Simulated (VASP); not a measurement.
Input:

```xyz
4
Lattice="3.1082 0.0000 0.0000 -1.5541 2.6917 0.0000 0.0000 0.0000 4.9741" Properties=species:S:1:pos:R:3 pbc="T T T"
Al     0.0000     1.7945     0.0001
Al     1.5541     0.8972     2.4871
N      0.0000     1.7945     1.9001
N      1.5541     0.8972     4.3871
```

Calculation: PBE GGA with D3 dispersion (Becke-Johnson damping), VASP's PBE PAW potentials (set 64) (plane waves; VASP). Numerical set-up: 520 eV cut-off, 9×9×5 Γ-centred mesh, tetrahedra with Blöchl corrections, potentials Al N.

**Question.** Estimate the energy per atom (σ→0), band gap (on the k-mesh) with the smallest direct gap where there is one.

**Answer.** 
```yaml
band gap (on the k-mesh): 4.23 eV
smallest direct gap (on the k-mesh): 4.23 eV
energy per atom (σ→0): -7.712 eV/atom
```

Only differences to runs with the same potentials and settings are physical.

The structure comes from a measured AlN entry (P6_3mc) of the Crystallography Open Database, whose conditions weren't checked. It was relaxed first.
